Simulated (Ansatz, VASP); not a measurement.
**Rb3S in VASP and in Ansatz**

The input INCAR:

```
SYSTEM = Rb3S
ALGO     = Normal         ! electronic algorithm
EDIFF    = 1E-7           ! SCF threshold, eV
ENCUT    = 520            ! plane-wave cutoff, eV
GGA      = PE             ! functional
ISIF     = 2              ! what is computed and relaxed
ISMEAR   = 0              ! smearing method
LASPH    = .TRUE.         ! aspherical terms in the spheres
LCHARG   = .TRUE.         ! write CHGCAR
LELF     = .TRUE.         ! ELF
LREAL    = .FALSE.        ! projectors in reciprocal space
LVHAR    = .TRUE.       
LWAVE    = .FALSE.        ! write WAVECAR
NBANDS   = 24             ! bands
NELM     = 80             ! most SCF steps
PREC     = Accurate       ! precision mode
SIGMA    = 0.1            ! smearing width, eV
```

KPOINTS

```
k-points
0
G
  4 4 4
  0 0 0
```

File POSCAR:

```
Rb3S
1.0
   -2.8718115200      2.8718115200      5.7665654300
    2.8718115200     -2.8718115200      5.7665654300
    2.8718115200      2.8718115200     -5.7665654300
Rb S
3 1
Direct
    0.7500000000      0.2500000000      0.5000000000
    0.2500000000      0.7500000000      0.5000000000
    0.5000000000      0.5000000000      0.0000000000
    0.0000000000      0.0000000000      0.0000000000
```

Input for Ansatz:

```yaml
crystal:
  lattice:
    - [-2.87181152, 2.87181152, 5.76656543]
    - [2.87181152, -2.87181152, 5.76656543]
    - [2.87181152, 2.87181152, -5.76656543]
  atoms:
    - { symbol: Rb, position: [0.75, 0.25, 0.5] }
    - { symbol: Rb, position: [0.25, 0.75, 0.5] }
    - { symbol: Rb, position: [0.5, 0.5, 0.0] }
    - { symbol: S, position: [0.0, 0.0, 0.0] }
basis:
  ecutwfc: 420
kpoints:
  mp_grid: { grid: [4, 4, 4] }
hamiltonian:
  xc: pbe
scf:
  occupations: { method: gaussian, width: 0.1 }
  lower_state_search: "off"
output:
  forces: true
  stress: true
  eigenvalues: true
```

Change from the starting cell: species swapped into the Na3Tl type (I4/mmm, No. 139).

Alike in both runs: task single point; functional PBE; k mesh 4 × 4 × 4; occupations gaussian, width 0.1 eV; no spin polarisation.

```csv
,VASP,Ansatz
version,VASP 6.6.1,Ansatz 0.2.0
potentials or method,"VASP PAW PBE potentials, release 64 (Rb_sv, S)","scalar-relativistic, plane waves, PAW"
plane-wave cutoff (eV),520,420
valence electrons in the cell,33,33
```

```tsv
	VASP	Ansatz	Ansatz less VASP
gap on the k mesh at the Fermi level (eV)	none	none	-
pressure (GPa)	-0.8	-0.8	-0.01
largest component of the traceless stress (GPa)	0.10	0.10	+0.001
```

A gap of «none» marks a metal or a gap that the smearing closes.

Caveats: the k mesh is coarse (spacing up to 0.39 Å⁻¹), so the values aren't converged.
